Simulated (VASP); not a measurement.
# LiCl: GW quasiparticle gap, part 5 of 5

Wanted: how far GW moves the Kohn-Sham levels of LiCl. The cell is of the rock-salt type, one of the forms listed for this formula. The start is a cell from a database of measured crystal structures.

VASP 6.6.1, plane waves and PAW; the level of theory is named at each step.

So far, quasiparticle gap on the mesh (eV): step 4 (evGW0, evGW0 on PBE) 9.42; step 5 (evGW, evGW on PBE) 10.1; step 6 (QPGW0, QPGW0 on PBE) 9.51.

The database entry behind the starting cell differs from later determinations by our own check (0.1 to 0.3 % short, probably kX units), so it need not match the best structure at ambient conditions.

### Step 8. Another starting point

This step: HSE06; plane waves and PAW (Cl_GW, Li_GW) (VASP 6.6.1).

To see how much the result owes to its start, the ground state is made again with HSE06. A small SIGMA keeps every occupation at zero or full.

File INCAR:

```
SYSTEM = LiCl
PREC = Accurate
ENCUT = 300
EDIFF = 1E-08
NELM = 100
ISMEAR = 0
SIGMA = 0.01
LREAL = .FALSE.
ALGO = Normal
LHFCALC = .TRUE.
AEXX = 0.25
GGA = PE
HFSCREEN = 0.2
LASPH = .TRUE.
NBANDS = 10
PRECFOCK = Fast
LORBIT = 11
LWAVE = .TRUE.
LCHARG = .FALSE.
KPAR = 8
```

File POSCAR:

```
LiCl
1.0
    0.0000000000      2.5647700000      2.5647700000
    2.5647700000      0.0000000000      2.5647700000
    2.5647700000      2.5647700000      0.0000000000
Cl Li
1 1
Direct
    0.5000000000      0.5000000000      0.5000000000
    0.0000000000      0.0000000000      0.0000000000
```

File KPOINTS:

```
Automatic mesh
0
Gamma
4 4 4
0 0 0
```

Potentials, in the order of the species: Cl_GW and Li_GW (PBE family, release 64).

The WAVECAR or CHGCAR of an earlier step is read.

On the command line:

```
$ mpirun -np 8 vasp_std
```

What it wrote:

```text
[banner, memory and clock lines left out]
running    8 mpi-ranks, on    1 nodes
 distrk:  each k-point on    1 cores,    8 groups
 distr:  one band on    1 cores,    1 groups

 POSCAR found type information on POSCAR ClLi
 POSCAR found :  2 types and       2 ions
 [... a notice as in an earlier step ...]

 LDA part: xc-table for (Slater+PW92), standard interpolation
 found WAVECAR, reading the header
 POSCAR, INCAR and KPOINTS ok, starting setup
 FFT: planning ... GRIDC
 FFT: planning ... GRID_SOFT
 FFT: planning ... GRID
 reading WAVECAR
 the WAVECAR file was read successfully
 initial charge from wavefunction
 entering main loop
       N       E                     dE             d eps       ncg     rms          rms(c)
DAV:   1    -0.845270937359E+01   -0.84527E+01   -0.12378E-01   162   0.213E+00    0.153E-01
DAV:   2    -0.845350447644E+01   -0.79510E-03   -0.15797E-03   200   0.279E-01    0.112E-01
DAV:   3    -0.845338252623E+01    0.12195E-03   -0.36619E-05   206   0.535E-02    0.685E-02
DAV:   4    -0.845333362126E+01    0.48905E-04   -0.13771E-05   190   0.313E-02    0.413E-02
DAV:   5    -0.845331595044E+01    0.17671E-04   -0.58471E-06   196   0.203E-02    0.248E-02
DAV:   6    -0.845330937418E+01    0.65763E-05   -0.22038E-06   196   0.128E-02    0.149E-02
DAV:   7    -0.845330689048E+01    0.24837E-05   -0.87311E-07   196   0.824E-03    0.901E-03
DAV:   8    -0.845330587669E+01    0.10138E-05   -0.34827E-07   194   0.522E-03    0.546E-03
DAV:   9    -0.845330547477E+01    0.40192E-06   -0.14125E-07   194   0.330E-03    0.333E-03
DAV:  10    -0.845330526302E+01    0.21175E-06   -0.57994E-08   190   0.211E-03    0.204E-03
DAV:  11    -0.845330518482E+01    0.78201E-07   -0.24206E-08   194   0.135E-03    0.126E-03
DAV:  12    -0.845330514844E+01    0.36382E-07   -0.10062E-08   170   0.871E-04    0.785E-04
DAV:  13    -0.845330512000E+01    0.28439E-07   -0.40700E-09   128   0.562E-04    0.493E-04
DAV:  14    -0.845330509982E+01    0.20173E-07   -0.20689E-09    98   0.407E-04    0.310E-04
DAV:  15    -0.845330508758E+01    0.12247E-07   -0.87346E-10    96   0.263E-04    0.197E-04
DAV:  16    -0.845330508058E+01    0.70006E-08   -0.40478E-10    98   0.177E-04
   1 F= -.84533051E+01 E0= -.84533051E+01  d E =-.538491E-41
 writing wavefunctions
```

Elapsed: 25 s, on 8 MPI ranks of AMD EPYC 7R43, shared host; peak memory 1.4 GiB.

From OUTCAR (step 8):

```text
   k-points           NKPTS =      8   k-points in BZ     NKDIM =     64   number of bands    NBANDS=     10

   NELECT =       8.0000    total number of electrons

  exchange ACFDT corr.  =         0.00000000  see jH, gK, PRB 81, 115126

 E-fermi :  -1.8244

 k-point     1 :       0.0000    0.0000    0.0000
  band No.  band energies     occupation
      1     -16.5916      2.00000
      2      -1.9176      2.00000
      3      -1.9176      2.00000
      4      -1.9175      2.00000
      5       5.8187      0.00000
      6      11.5201      0.00000
      7      11.5201      0.00000
      8      11.5201      0.00000
      9      14.3089      0.00000
    ...

 POSITION                                       TOTAL-FORCE (eV/Angst)
 -----------------------------------------------------------------------------------
      2.56477      2.56477      2.56477         0.000000      0.000000     -0.000000
      0.00000      0.00000      0.00000        -0.000000     -0.000000      0.000000
 -----------------------------------------------------------------------------------
    total drift:                               -0.000002     -0.000002     -0.000002

  FREE ENERGIE OF THE ION-ELECTRON SYSTEM (eV)
  ---------------------------------------------------
  free  energy   TOTEN  =        -8.4533050806 eV

  energy  without entropy=       -8.4533050806  energy(sigma->0) =       -8.45330508

[... 7 parts as in an earlier step ...]

[... 9 further parts left out ...]
```

The k-mesh is coarse for exact exchange; levels may shift by about 0.1 eV on a finer one. The PAW data sets were made with PBE, which is usual practice but a small mismatch for other functionals.

This step gave:

```
free energy (TOTEN)            : -8.453 eV
Fermi energy                   : -1.824 eV
gap on the k-mesh              : 7.736 eV
least direct gap on the k-mesh : 7.736 eV
```

### Step 9. Empty bands, functional HSE06

ALGO = Exact makes the empty bands from the converged ground state in one step. LOPTICS writes the k-derivatives of the orbitals (WAVEDER), which give the long-wavelength limit of the screening.

File INCAR:

```
SYSTEM = LiCl
PREC = Accurate
ENCUT = 300
ISMEAR = 0
SIGMA = 0.01
LREAL = .FALSE.
LHFCALC = .TRUE.
AEXX = 0.25
GGA = PE
HFSCREEN = 0.2
LASPH = .TRUE.
NBANDS = 224
PRECFOCK = Fast
ALGO = Exact
NELM = 1
LWAVE = .TRUE.
LCHARG = .FALSE.
LOPTICS = .TRUE.
NEDOS = 1000
CSHIFT = 0.1
```

POSCAR is that of step 8.

KPOINTS is that of step 8.

The WAVECAR or CHGCAR of an earlier step is read.

On the command line:

```
$ mpirun -np 8 vasp_std
```

What it wrote:

```text
[... set-up lines as in an earlier step ...]
 entering main loop
       N       E                     dE             d eps       ncg     rms          rms(c)
DIA:   1    -0.845330506798E+01   -0.84533E+01    0.00000E+00     0   0.000E+00
   1 F= -.84533051E+01 E0= -.84533051E+01  d E =-.262857E-12
 writing wavefunctions
 optical routines
 imaginary and real dielectric function
 recalculating local potential from charge density
 direction            1
 direction            2
 direction            3
```

The job ended after 56 s (8 MPI ranks; peak memory 1.5 GiB; 7.3 min of CPU time).

OUTCAR, selected parts (step 9):

```text
 POSITION                                       TOTAL-FORCE (eV/Angst)
 -----------------------------------------------------------------------------------
      2.56477      2.56477      2.56477         0.000000     -0.000000     -0.000000
      0.00000      0.00000      0.00000        -0.000000      0.000000      0.000000
 -----------------------------------------------------------------------------------
    total drift:                               -0.000001     -0.000001     -0.000001

  FREE ENERGIE OF THE ION-ELECTRON SYSTEM (eV)
  ---------------------------------------------------
  free  energy   TOTEN  =        -8.4533050680 eV

  energy  without entropy=       -8.4533050680  energy(sigma->0) =       -8.45330507

[... 2 parts as in an earlier step ...]

[... 1 further part left out ...]
[key lines of the parts left out:]
E-fermi :  -1.8720
```

### Step 10. G0W0

This step: G0W0 on HSE06; plane waves and PAW (Cl_GW, Li_GW) (VASP 6.6.1).

One pass of GW corrects the levels to first order, with G and W from the starting orbitals.

File INCAR:

```
SYSTEM = LiCl
PREC = Accurate
ENCUT = 300
ISMEAR = 0
SIGMA = 0.01
LREAL = .FALSE.
LHFCALC = .TRUE.
AEXX = 0.25
GGA = PE
HFSCREEN = 0.2
LASPH = .TRUE.
NBANDS = 224
PRECFOCK = Fast
ALGO = EVGW0
NELMGW = 1
ENCUTGW = 200
NOMEGA = 64
NBANDSGW = 16
LWAVE = .FALSE.
LCHARG = .FALSE.
```

POSCAR is that of step 9.

KPOINTS is that of step 9.

The run starts from files that an earlier step left in the folder.

On the command line:

```
$ mpirun -np 8 vasp_std
```

What it wrote:

```text
[banner, memory and clock lines left out]
running    8 mpi-ranks, on    1 nodes
 distrk:  each k-point on    8 cores,    1 groups
 distr:  one band on    1 cores,    8 groups

 POSCAR found type information on POSCAR ClLi
 POSCAR found :  2 types and       2 ions
 [... a notice as in an earlier step ...]

 [... a notice as in an earlier step ...]

 LDA part: xc-table for (Slater+PW92), standard interpolation
 found WAVECAR, reading the header
 POSCAR, INCAR and KPOINTS ok, starting setup
 FFT: planning ... GRIDC
 FFT: planning ... GRID_SOFT
 FFT: planning ... GRID
 reading WAVECAR
 the WAVECAR file was read successfully
 initial charge from wavefunction
 available memory per node:     80.94 GB, setting MAXMEM to     82885

 The Fermi energy was updated, please check that it is located mid-gap
 values below the HOMO (VB) or above the LUMO (CB) will cause erroneous energies
 E-fermi :   1.9506

 calculate exact exchange contribution
 the WAVEDER file was read successfully
energies w=
    0.000    0.000    0.636    0.000    1.271    0.000    1.903    0.000
    2.531    0.000    3.153    0.000    3.769    0.000    4.378    0.000
    4.979    0.000    5.573    0.000    6.158    0.000    6.735    0.000
    7.304    0.000    7.865    0.000    8.419    0.000    8.967    0.000
    9.509    0.000   10.047    0.000   10.580    0.000   11.110    0.000
   11.638    0.000   12.166    0.000   12.694    0.000   13.223    0.000
   13.755    0.000   14.291    0.000   14.833    0.000   15.383    0.000
   15.941    0.000   16.510    0.000   17.092    0.000   17.688    0.000
   18.302    0.000   18.936    0.000   19.593    0.000   20.275    0.000
   20.988    0.000   21.734    0.000   22.519    0.000   23.348    0.000
   24.228    0.000   25.165    0.000   26.169    0.000   27.249    0.000
   28.418    0.000   29.690    0.000   31.084    0.000   32.619    0.000
   34.324    0.000   36.230    0.000   38.380    0.000   40.828    0.000
   43.644    0.000   46.920    0.000   50.782    0.000   55.407    0.000
   61.045    0.000   68.070    0.000   77.058    0.000   88.957    0.000
  105.433    0.000  129.713    0.000  168.980    0.000  243.098    0.000
 responsefunction array rank=     232
 LDA part: xc-table for (Slater+PW92), standard interpolation

 min. memory requirement per mpi rank    129.2 MB, per node   1034.0 MB

 allocating   8 responsefunctions rank=   232
 shmem allocating  64 responsefunctions rank=   232
 response function shared by NCSHMEM nodes    1
 Doing            8  frequencies on each core in blocks of           64
NQ=   1    0.0000    0.0000    0.0000,
|.........|.........|.........|.........|.........|.........|.........|.........
 performed        169000 updates of chi_q(r,r)
 total number of BLAS operations         44.55 Gflops
NQ=   2    0.2500    0.0000    0.0000,
|.........|.........|.........|.........|.........|.........|.........|.........
 performed        597000 updates of chi_q(r,r)
 total number of BLAS operations        197.00 Gflops
NQ=   3    0.5000    0.0000    0.0000,
|.........|.........|.........|.........|.........|.........|.........|.........
 performed        896000 updates of chi_q(r,r)
 total number of BLAS operations        321.35 Gflops
NQ=   4    0.2500    0.2500    0.0000,
|.........|.........|.........|.........|.........|.........|.........|.........
 performed       1273000 updates of chi_q(r,r)
 total number of BLAS operations        465.01 Gflops
NQ=   5    0.5000    0.2500    0.0000,
|.........|.........|.........|.........|.........|.........|.........|.........
 performed       1815000 updates of chi_q(r,r)
 total number of BLAS operations        667.58 Gflops
NQ=   6   -0.2500    0.2500    0.0000,
|.........|.........|.........|.........|.........|.........|.........|.........
 performed       2286000 updates of chi_q(r,r)
 total number of BLAS operations        846.66 Gflops
NQ=   7    0.5000    0.5000    0.0000,
|.........|.........|.........|.........|.........|.........|.........|.........
 performed       2556000 updates of chi_q(r,r)
 total number of BLAS operations        953.25 Gflops
NQ=   8   -0.2500    0.5000    0.2500,
|.........|.........|.........|.........|.........|.........|.........|.........
 performed       2941000 updates of chi_q(r,r)
 total number of BLAS operations       1086.51 Gflops
 resolving degeneracies of screened two electron integrals

 calculate QP shifts <psi_nk| G(iteration)W_0 |psi_nk>: iteration 1
 entering main loop
```

Wall time 47 s (8 MPI ranks); peak memory 2 GiB.

From OUTCAR (step 10):

```text
   NELECT =       8.0000    total number of electrons

 E-fermi :   1.9506

 QP shifts <psi_nk| G(iteration)W_0 |psi_nk>: iteration 1
 for sc-GW calculations column KS-energies equals QP-energies in previous step
 and V_xc(KS)=  KS-energies - (<T + V_ion + V_H > + <T+V_H+V_ion>^1  + <V_x>^1)
 k-point   1 :       0.0000    0.0000    0.0000
  band No.  KS-energies  QP-energies   sigma(KS)   V_xc(KS)     V^pw_x(r,r')   Z            occupation Imag(sigma)
      1     -16.5915     -16.7249     -17.1730     -17.0105     -24.1328       0.8209       2.0000       1.5244
      2      -1.9176      -3.1839     -17.2681     -15.7272     -18.9950       0.8218       2.0000       0.0471
      3      -1.9176      -3.1839     -17.2681     -15.7272     -18.9950       0.8218       2.0000       0.0471
      4      -1.9176      -3.1839     -17.2681     -15.7272     -18.9950       0.8218       2.0000       0.0471
      5       5.8187       6.3874      -7.3971      -8.0604      -3.9745       0.8575       0.0000      -0.0543
      6      11.5201      12.3226      -7.7681      -8.7101      -4.1103       0.8519       0.0000      -0.0608
      7      11.5201      12.3226      -7.7681      -8.7101      -4.1103       0.8519       0.0000      -0.0608
      8      11.5201      12.3226      -7.7681      -8.7101      -4.1103       0.8519       0.0000      -0.0608
    ...

 k-point   2 :       0.2500    0.0000    0.0000
  band No.  KS-energies  QP-energies   sigma(KS)   V_xc(KS)     V^pw_x(r,r')   Z            occupation Imag(sigma)
      1     -16.2952     -16.3412     -17.2728     -17.2154     -24.2618       0.8024       2.0000       1.4286
      2      -3.6132      -4.9807     -16.0351     -14.3571     -17.9911       0.8150       2.0000       0.0485
      3      -2.0665      -3.3503     -17.2010     -15.6421     -18.9486       0.8235       2.0000       0.0470
      4      -2.0665      -3.3503     -17.2010     -15.6421     -18.9486       0.8235       2.0000       0.0470
      5       6.7342       7.3641      -7.3008      -8.0365      -3.8828       0.8560       0.0000      -0.0542
      6      10.3207      11.1936      -6.9473      -7.9718      -3.3745       0.8519       0.0000      -0.0578
      7      10.3207      11.1936      -6.9473      -7.9718      -3.3745       0.8519       0.0000      -0.0578
      8      10.6070      11.3169      -8.0400      -8.8851      -4.2807       0.8400       0.0000      -0.0610
    ...

[... 8 parts as in an earlier step ...]

[... 8 further parts left out ...]
```

This step gave:

| Quantity | Value |
| --- | --- |
| quasiparticle gap on the mesh | 9.571 eV |
| smallest direct quasiparticle gap on the mesh | 9.571 eV |
| gap of the starting orbitals on the mesh | 7.736 eV |

GW takes the gap from 7.736 to 9.571 eV. That is +604 meV against the one-shot pass on PBE. The value holds for 224 bands, ENCUTGW = 200 eV and this mesh, and isn't shown to be converged in them.

### Step 11. Summary

This step: GW series: evGW0 on PBE, evGW on PBE, QPGW0 on PBE, G0W0 on HSE06; plane waves and PAW (VASP 6.6.1).

Derived from the runs above.

Cost is wall time times ranks on a shared host, with the step that makes the empty bands. GW runs:

```tsv
level	bands	ENCUTGW (eV)	NOMEGA	k mesh	starting gap (eV)	quasiparticle gap (eV)	direct gap (eV)	cost (core minutes)
evGW0 on PBE	224	200	64	4x4x4	6.318	9.415	9.415	18.8
evGW on PBE	224	200	64	4x4x4	6.318	10.11	10.11	18.53
QPGW0 on PBE	224	200	64	4x4x4	6.318	9.514	9.514	53.61
G0W0 on HSE06	224	200	64	4x4x4	7.736	9.571	9.571	13.73
```

### Step 12. Results

```json
{
 "evGW0 on PBE, 224 bands, ENCUTGW 200 eV, NOMEGA 64, mesh 4×4×4": "6.318 → 9.415 eV",
 "evGW on PBE, 224 bands, ENCUTGW 200 eV, NOMEGA 64, mesh 4×4×4": "6.318 → 10.108 eV",
 "QPGW0 on PBE, 224 bands, ENCUTGW 200 eV, NOMEGA 64, mesh 4×4×4": "6.318 → 9.514 eV",
 "G0W0 on HSE06, 224 bands, ENCUTGW 200 eV, NOMEGA 64, mesh 4×4×4": "7.736 → 9.571 eV"
}
```

In words: evGW0 gives a quasiparticle gap of 9.415 eV on the mesh, 3.10 eV over the PBE gap on the same mesh. On mesh and path the starting valence top lies at (0.068, 0.068, 0.136) and the conduction bottom at Γ, and the least direct gap lies within 5 meV of the gap between them. At the starting level the gap on the GW mesh lies within 20 meV of that on the path. Over the final values of the levels run here the gap spans 9.42 to 10.1 eV. In evGW0 the first pass, which is the one-shot result, gives 8.967 eV and pass 4 gives 9.415 eV; the last pass changed the gap by +9 meV, so the loop is converged. In evGW the first pass, which is the one-shot result, gives 8.967 eV and pass 4 gives 10.108 eV; the last pass changed the gap by +57 meV, so more passes would move it further. In QPGW0 the first pass gives 9.002 eV and pass 4 gives 9.514 eV; the last pass changed the gap by +53 meV, so more passes would move it further. One-shot gaps: 8.967 eV from PBE and 9.571 eV from HSE06. The starting gaps span 1.42 eV and the one-shot gaps 0.60 eV. Bands, response cutoff and mesh weren't tested for convergence. Not tabulated here, as repeats of values shown or as unfit to read for their mesh, reference level or band range: eps2 curves (empty bands); eps1 curves and static values (empty bands); gaps (empty bands).

[Lines on the potential files, build, host, timing and source positions are cut from VASP's logs without a mark.]

[Logs are printed without paths, hosts, clocks, repeated set-up lines and the standing remarks that a program may print on its own settings, such as how far it seeks lower states.]

[Hosts, paths, dates, database ids (printed as entryN), source tags and the programs' standing remarks are cut or masked in the printed files.]

[Pressures printed for these runs are not shown converged in the cutoff: they can be off by several GPa and have the wrong sign.]
